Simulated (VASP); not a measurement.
# Sr2Re (F-43m) in VASP: further runs

One crystal, Sr2Re, is run at these levels: PBE, RPBE, LDA, PBE+D3(BJ); tasks: relaxation of cell and atoms, single point.

Everything below comes from runs of VASP 6.6.1. Logs are shortened: lines on timing, memory, paths and dates and some standing lists are left out, and cuts for length are marked.

### 1 The crystal as given

The structure is cubic, space group F-43m (No. 216). The conventional cell has a = 6.599 Å, b = 6.599 Å, c = 6.599 Å, α = 90.00°, β = 90.00°, γ = 90.00°. Around Sr (site symmetry -43m) lie 4 Sr at 2.86 Å and 4 Re at 2.86 Å. Sr (site symmetry -43m) has 4 Sr at 2.86 Å as nearest neighbours. Around Re (site symmetry -43m) lie 4 Sr at 2.86 Å.

The cell was built by a generator and needn't be a form met in nature.

### 2 Relaxation of cell and atoms, PBE

Contents of INCAR:

```
SYSTEM = Sr2Re
PREC = Accurate ; ENCUT = 600
EDIFF = 1E-6 ; ISMEAR = 1
SIGMA = 0.1 ; LREAL = .False.
LASPH = .True. ; NELM = 80
ALGO = Normal ; ISIF = 3
LWAVE = .False. ; LCHARG = .False.
GGA = PE ; IBRION = 2
NSW = 40 ; EDIFFG = -0.01
```

Contents of KPOINTS:

```
Automatic mesh
0
Gamma
  7 7 7
  0 0 0
```

Contents of POSCAR:

```
Sr2Re
1.0
    0.0000000000      3.2995233600      3.2995233600
    3.2995233600      0.0000000000      3.2995233600
    3.2995233600      3.2995233600      0.0000000000
Sr Re
2 1
Direct
    0.2500000000      0.2500000000      0.2500000000
    0.5000000000      0.5000000000      0.5000000000
    0.0000000000      0.0000000000      0.0000000000
```

Potentials or basis: VASP PAW PBE potentials, release 64 (Sr_sv, Re).

Command:

```
$ cat potpaw_PBE.64/Sr_sv/POTCAR potpaw_PBE.64/Re/POTCAR > POTCAR
$ mpirun -np 1 vasp_std > vasp.out
```

OUTCAR:

```text
SYSTEM = Sr2Re
   PREC = Accurate
   ENCUT = 600
   EDIFF = 1E-6
   ISMEAR = 1
   LREAL = .False.
   LASPH = .True.
   NELM = 80
   ISIF = 3
   GGA = PE
   IBRION = 2
   NSW = 40
   EDIFFG = -0.01

 ion  position               nearest neighbor table
   1  0.250  0.250  0.250-   3 2.86   3 2.86   3 2.86   2 2.86   2 2.86   2 2.86   3 2.86   2 2.86

   2  0.500  0.500  0.500-   1 2.86   1 2.86   1 2.86   1 2.86   3 3.30   3 3.30   3 3.30   3 3.30
                             3 3.30   3 3.30
   3  0.000  0.000  0.000-   1 2.86   1 2.86   1 2.86   1 2.86   2 3.30   2 3.30   2 3.30   2 3.30
                             2 3.30   2 3.30

  LATTYP: Found a face centered cubic cell.
 ALAT       =     6.5990467200

  Lattice vectors:

 A1 = (   0.0000000000,   3.2995233600,   3.2995233600)
 A2 = (   3.2995233600,   0.0000000000,   3.2995233600)
 A3 = (   3.2995233600,   3.2995233600,   0.0000000000)

Analysis of symmetry for initial positions (statically):
=====================================================================
 Subroutine PRICEL returns:
 Original cell was already a primitive cell.

 Routine SETGRP: Setting up the symmetry group for a
 face centered cubic supercell.

 Subroutine GETGRP returns: Found 24 space group operations
 (whereof 24 operations were pure point group operations)
 out of a pool of 48 trial point group operations.

The static configuration has the point symmetry T_d .

Analysis of symmetry for dynamics (positions and initial velocities):
=====================================================================
 Subroutine PRICEL returns:
 Original cell was already a primitive cell.

 Routine SETGRP: Setting up the symmetry group for a
 face centered cubic supercell.

 Subroutine GETGRP returns: Found 24 space group operations
 (whereof 24 operations were pure point group operations)
 out of a pool of 48 trial point group operations.

The dynamic configuration has the point symmetry T_d .

 Subroutine INISYM returns: Found 24 space group operations
 (whereof 24 operations are pure point group operations),
 and found     1 'primitive' translations

----------------------------------------------------------------------------------------

                                     Primitive cell

  volume of cell :      71.8429

  direct lattice vectors                    reciprocal lattice vectors
     0.000000000  3.299523360  3.299523360    -0.151537039  0.151537039  0.151537039
     3.299523360  0.000000000  3.299523360     0.151537039 -0.151537039  0.151537039
     3.299523360  3.299523360  0.000000000     0.151537039  0.151537039 -0.151537039

  length of vectors
     4.666230685  4.666230685  4.666230685     0.262469851  0.262469851  0.262469851

  position of ions in fractional coordinates (direct lattice)
     0.250000000  0.250000000  0.250000000
     0.500000000  0.500000000  0.500000000
     0.000000000  0.000000000  0.000000000

  ion indices of the primitive-cell ions
   primitive index   ion index
                 1           1
                 2           2
                 3           3

----------------------------------------------------------------------------------------

 KPOINTS: Automatic mesh

Automatic generation of k-mesh.
 Grid dimensions read from file:
 generate k-points for:    7    7    7

 Generating k-lattice:

  Cartesian coordinates                     Fractional coordinates (reciprocal lattice)
    -0.021648148  0.021648148  0.021648148     0.142857143  0.000000000  0.000000000
     0.021648148 -0.021648148  0.021648148     0.000000000  0.142857143  0.000000000
     0.021648148  0.021648148 -0.021648148     0.000000000  0.000000000  0.142857143

  Length of vectors
     0.037495693  0.037495693  0.037495693

  Shift w.r.t. Gamma in fractional coordinates (k-lattice)
     0.000000000  0.000000000  0.000000000

 Subroutine IBZKPT returns following result:
 ===========================================

 Found     20 irreducible k-points:

 Following reciprocal coordinates:
            Coordinates               Weight
  0.000000  0.000000  0.000000      1.000000
  0.142857  0.000000  0.000000      8.000000
  0.285714  0.000000  0.000000      8.000000
  0.428571  0.000000  0.000000      8.000000
  0.142857  0.142857  0.000000      6.000000
  0.285714  0.142857  0.000000     24.000000
[... 12 lines left out ...]
 -0.428571  0.428571  0.142857     24.000000
 -0.285714  0.428571  0.142857     24.000000
   k-points           NKPTS =     20   k-points in BZ     NKDIM =     20   number of bands    NBANDS=     17
   number of dos      NEDOS =    301   number of ions     NIONS =      3
   total plane-waves  NPLWV =  64000
   dimension x,y,z NGX =    40 NGY =   40 NGZ =   40
   dimension x,y,z NGXF=    80 NGYF=   80 NGZF=   80
   ions per type =               2   1
   NGX,Y,Z   is equivalent  to a cutoff of  14.25, 14.25, 14.25 a.u.
   NGXF,Y,Z  is equivalent  to a cutoff of  28.50, 28.50, 28.50 a.u.
 SYSTEM =  Sr2Re
   PREC   = accura    normal or accurate (medium, high low for compatibility)
   ISTART =      0    job   : 0-new  1-cont  2-samecut
   ICHARG =      2    charge: 1-file 2-atom 10-const
   ISPIN  =      1    spin polarized calculation?
   LNONCOLLINEAR =      F non collinear calculations
   LSORBIT =      F    spin-orbit coupling
   LASPH  =      T    aspherical Exc in radial PAW
   ENCUT  =  600.0 eV  44.10 Ry    6.64 a.u.   9.32  9.32  9.32*2*pi/ulx,y,z
   NELM   =     80;   NELMIN=  2; NELMDL= -5     # of ELM steps
   EDIFF  = 0.1E-05   stopping-criterion for ELM
   LREAL  =      F    real-space projection
   EDIFFG = -.1E-01   stopping-criterion for IOM
   NSW    =     40    number of steps for IOM
   IBRION =      2    ionic relax: 0-MD 1-quasi-New 2-CG
   NFREE  =      1    steps in history (QN), initial steepest desc. (CG)
   ISIF   =      3    stress and relaxation
   ISYM   =      2    0-nonsym 1-usesym 2-fastsym
   POTIM  = 0.5000    time-step for ionic-motion
   TEBEG  =    0.0;   TEEND  =   0.0 temperature during run
   PSTRESS=    0.0 pullay stress
   NELECT =      27.0000    total number of electrons
   NUPDOWN=      -1.0000    fix difference up-down
   EMIN   =  10.00;   EMAX   =-10.00  energy-range for DOS
   EFERMI =   0.00;   METHOD = LEGACY
   ISMEAR =     1;   SIGMA  =   0.10  broadening in eV -4-tet -1-fermi 0-gaus
   EFERMI_NEDOS =   21; number of points for ismear=-14 and -15
   IALGO  =     38    algorithm
   IMIX   =      4    mixing-type and parameters
     AMIX     =   0.40;   BMIX     =  1.00
     AMIX_MAG =   1.60;   BMIX_MAG =  1.00
  volume/ion in A,a.u.               =      23.95       161.61
  Fermi-wavevector in a.u.,A,eV,Ry     =   1.181412  2.232546 18.990133  1.395735
  Thomas-Fermi vector in A             =   2.317686
   LORBIT       =      0    0 simple, 1 ext, 2 COOP (PROOUT), +10 PAW based schemes
   GGA     = PE    functional components
   LHFCALC =     F    Hartree Fock is set to
   AEXX    =    0.0000 exact exchange contribution
   IVDW    =     0    specifies the selected vdW correction
   LEPSILON=     F    determine dielectric tensor
   LRPA    =     F    only Hartree local field effects (RPA)
 conjugate gradient relaxation of ions
 non-spin polarized calculation
 Methfessel and Paxton  Order N= 1 SIGMA  =   0.10
  energy-cutoff  :      600.00
  volume of cell :       71.84
 maximum number of plane-waves:      2421
 NGX is ok and might be reduce to    40
   NGX = 19   NGY = 19   NGZ = 19

--------------------------------------- Ionic step        1  -------------------------------------------

 number of electron      27.0000000 magnetization

 Free energy of the ion-electron system (eV)
  ---------------------------------------------------
  ext. energy  EPLUGINS =         0.00000000
  ---------------------------------------------------
  free energy    TOTEN  =        -8.98925917 eV

  energy without entropy =       -8.99645909  energy(sigma->0) =       -8.99165914

 E-fermi :   3.9947     XC(G=0): -10.4561

 val. band max:        3.9692132046   @ k =  -0.4286   0.4286   0.0000
 cond. band min:       3.9954966696   @ k =  -0.1429   0.1429   0.0000
 fundamental gap:      0.0262834649
 Fermi energy:         3.9946743508

 k-point     1 :       0.0000    0.0000    0.0000
  band No.  band energies     occupation
      1     -31.4333      2.00000
      2     -30.4106      2.00000
      3     -13.8668      2.00000
      4     -13.8668      2.00000
      5     -13.8668      2.00000
      6     -12.5222      2.00000
[... 9 lines left out ...]
     16       6.4351      0.00000
     17       6.4351      0.00000

 k-point     2 :       0.1429    0.0000    0.0000
  band No.  band energies     occupation
      1     -31.4054      2.00000
      2     -30.4417      2.00000
      3     -13.9093      2.00000
      4     -13.9093      2.00000
      5     -13.8845      2.00000
      6     -12.5076      2.00000
[... 9 lines left out ...]
     16       6.2233      0.00000
     17       6.2511      0.00000
[... 445 lines left out ...]
 VOLUME and BASIS-vectors are now :
 -----------------------------------------------------------------------------
  energy-cutoff  :      600.00
  volume of cell :       99.31
      direct lattice vectors                 reciprocal lattice vectors
     0.000000000  3.675501524  3.675501524    -0.136035857  0.136035857  0.136035857
     3.675501524 -0.000000000  3.675501524     0.136035857 -0.136035857  0.136035857
     3.675501524  3.675501524  0.000000000     0.136035857  0.136035857 -0.136035857

 POSITION                                       TOTAL-FORCE (eV/Angst)
 -----------------------------------------------------------------------------------
      1.83775      1.83775      1.83775        -0.000000      0.000000      0.000000
      3.67550      3.67550      3.67550        -0.000000     -0.000000      0.000000
      0.00000      0.00000      0.00000         0.000000      0.000000     -0.000000
 -----------------------------------------------------------------------------------
    total drift:                               -0.000000     -0.000000     -0.000000

  FREE ENERGIE OF THE ION-ELECTRON SYSTEM (eV)
  ---------------------------------------------------
  free  energy   TOTEN  =        -9.9920835249 eV

  energy  without entropy=       -9.9889188610  energy(sigma->0) =       -9.99102864

--------------------------------------- Ionic step        4  -------------------------------------------

 number of electron      27.0000000 magnetization

 Free energy of the ion-electron system (eV)
  ---------------------------------------------------
  ext. energy  EPLUGINS =         0.00000000
  ---------------------------------------------------
  free energy    TOTEN  =        -9.99211938 eV

  energy without entropy =       -9.98897387  energy(sigma->0) =       -9.99107088

 E-fermi :   2.2582     XC(G=0):  -9.0698

 val. band max:        2.2498172666   @ k =   0.4286   0.4286   0.0000
 cond. band min:       2.2631253848   @ k =  -0.4286   0.1429   0.0000
 fundamental gap:      0.0133081183
 Fermi energy:         2.2582234383

 k-point     1 :       0.0000    0.0000    0.0000
  band No.  band energies     occupation
      1     -33.4734      2.00000
      2     -32.7078      2.00000
      3     -15.6413      2.00000
      4     -15.6413      2.00000
      5     -15.6413      2.00000
      6     -14.7576      2.00000
[... 9 lines left out ...]
     16       4.2045     -0.00000
     17       4.2045     -0.00000

 k-point     2 :       0.1429    0.0000    0.0000
  band No.  band energies     occupation
      1     -33.4689      2.00000
      2     -32.7127      2.00000
      3     -15.6551      2.00000
      4     -15.6551      2.00000
      5     -15.6452      2.00000
      6     -14.7584      2.00000
[... 9 lines left out ...]
     16       4.0311     -0.00000
     17       4.0311     -0.00000
[... 371 lines left out ...]
 VOLUME and BASIS-vectors are now :
 -----------------------------------------------------------------------------
  energy-cutoff  :      600.00
  volume of cell :       99.14
      direct lattice vectors                 reciprocal lattice vectors
     0.000000000  3.673415820  3.673415820    -0.136113096  0.136113096  0.136113096
     3.673415820  0.000000000  3.673415820     0.136113096 -0.136113096  0.136113096
     3.673415820  3.673415820  0.000000000     0.136113096  0.136113096 -0.136113096

 POSITION                                       TOTAL-FORCE (eV/Angst)
 -----------------------------------------------------------------------------------
      1.83671      1.83671      1.83671        -0.000000     -0.000000     -0.000000
      3.67342      3.67342      3.67342        -0.000000     -0.000000     -0.000000
      0.00000      0.00000      0.00000         0.000000      0.000000      0.000000
 -----------------------------------------------------------------------------------
    total drift:                               -0.000000     -0.000000     -0.000000

  FREE ENERGIE OF THE ION-ELECTRON SYSTEM (eV)
  ---------------------------------------------------
  free  energy   TOTEN  =        -9.9921193821 eV

  energy  without entropy=       -9.9889738681  energy(sigma->0) =       -9.99107088

 reached required accuracy - stopping structural energy minimisation
```

Wall time 1.9 min (1 thread of Intel Xeon Platinum 8488C (Sapphire Rapids), shared host); peak memory 0.26 GiB.

What came out:

```yaml
Free_energy: -9.9921 eV
Relaxed_volume: 33.05 Å³/atom
Relaxed_cell: a = 5.195 Å, b = 5.195 Å, c = 5.195 Å, α = 60.00°, β = 60.00°, γ = 60.00°
Space_group_after_relaxing_to_0.05_Å: F-43m (No. 216)
Energy_gained_by_relaxing: 334.3 meV/atom
Ionic_steps: 4
Pressure_after_relaxing: 0.0 GPa
Band_gap_on_the_k_mesh: none (metal or under the smearing width)
```

The path:
| step | energy change (eV) | largest force (eV/Å) | pressure (GPa) | volume (Å³) |
| --- | --- | --- | --- | --- |
| 1 | 0.0000 | 0.0000 | 15.32 | 71.84 |
| 2 | -1.0025 | 0.0000 | 0.20 | 98.38 |
| 3 | -1.0028 | 0.0000 | -0.06 | 99.31 |
| 4 | -1.0029 | 0.0000 | -0.01 | 99.14 |

Final structure:
```cif
data_structure
_symmetry_space_group_name_H-M 'P 1'
_symmetry_Int_Tables_number 1
_cell_length_a 5.1950
_cell_length_b 5.1950
_cell_length_c 5.1950
_cell_angle_alpha 60.000
_cell_angle_beta 60.000
_cell_angle_gamma 60.000
_cell_volume 99.14
loop_
_atom_site_label
_atom_site_type_symbol
_atom_site_fract_x
_atom_site_fract_y
_atom_site_fract_z
_atom_site_occupancy
Sr1 Sr 0.25000 0.25000 0.25000 1
Sr2 Sr 0.50000 0.50000 0.50000 1
Re1 Re 0.00000 0.00000 0.00000 1
```

Caveat: the volume moved by over 15 % at a fixed basis, so the end points are rough. Spin-orbit coupling is left out, which matters for the levels of Re.

### 3 Relaxation of cell and atoms, RPBE

Contents of INCAR:

```
SYSTEM = Sr2Re
PREC = Accurate
ENCUT = 600
EDIFF = 1E-6
ISMEAR = 1
SIGMA = 0.1
LREAL = .False.
LASPH = .True.
NELM = 80
ALGO = Normal
ISIF = 3
LWAVE = .False.
LCHARG = .False.
GGA = RP
IBRION = 2
NSW = 40
EDIFFG = -0.01
```

KPOINTS is that of step 2.

POSCAR is that of step 2.

Potentials or basis: VASP PAW PBE potentials, release 64 (Sr_sv, Re).

Command:

```
$ cat potpaw_PBE.64/Sr_sv/POTCAR potpaw_PBE.64/Re/POTCAR > POTCAR
$ mpirun -np 1 vasp_std > vasp.out
```

Run time: 2.2 min. Hardware: 1 thread of Intel Xeon Platinum 8488C (Sapphire Rapids), shared host; peak memory 0.26 GiB.

The run converged. Its results:

* Free energy: -8.9460 eV
* Relaxed volume: 35.01 Å³/atom
* Relaxed cell: a = 5.296 Å, b = 5.296 Å, c = 5.296 Å, α = 60.00°, β = 60.00°, γ = 60.00°
* Space group after relaxing (to 0.05 Å): F-43m (No. 216)
* Energy gained by relaxing: 446.3 meV/atom
* Ionic steps: 4
* Pressure after relaxing: 0.0 GPa
* Band gap on the k mesh: none (metal or under the smearing width)

The path:
| step | energy change (eV) | largest force (eV/Å) | pressure (GPa) | volume (Å³) |
| --- | --- | --- | --- | --- |
| 1 | 0.0000 | 0.0000 | 17.55 | 71.84 |
| 2 | -1.3351 | 0.0000 | 0.54 | 102.71 |
| 3 | -1.3383 | 0.0000 | -0.21 | 105.99 |
| 4 | -1.3390 | 0.0000 | 0.00 | 105.04 |

Final structure:
```cif
data_structure
_symmetry_space_group_name_H-M 'P 1'
_symmetry_Int_Tables_number 1
_cell_length_a 5.2961
_cell_length_b 5.2961
_cell_length_c 5.2961
_cell_angle_alpha 60.000
_cell_angle_beta 60.000
_cell_angle_gamma 60.000
_cell_volume 105.04
loop_
_atom_site_label
_atom_site_type_symbol
_atom_site_fract_x
_atom_site_fract_y
_atom_site_fract_z
_atom_site_occupancy
Sr1 Sr 0.25000 0.25000 0.25000 1
Sr2 Sr 0.50000 0.50000 0.50000 1
Re1 Re 0.00000 0.00000 0.00000 1
```

Levels at points of the mesh, in eV from the Fermi level:
```
           k point  band 11  band 12  band 13  band 14  band 15  band 16  band 17
(0.00, 0.00, 0.00)    -0.90    -0.22    -0.22    -0.22     1.88     1.88     1.88
```

Caveat: the volume moved by over 15 % at a fixed basis, so the end points are rough; the PAW data sets were made with another functional, which shifts forces and pressure a little. The run has no spin-orbit coupling, so splittings on Re are missing.

(Continued in part 2 of 2.)
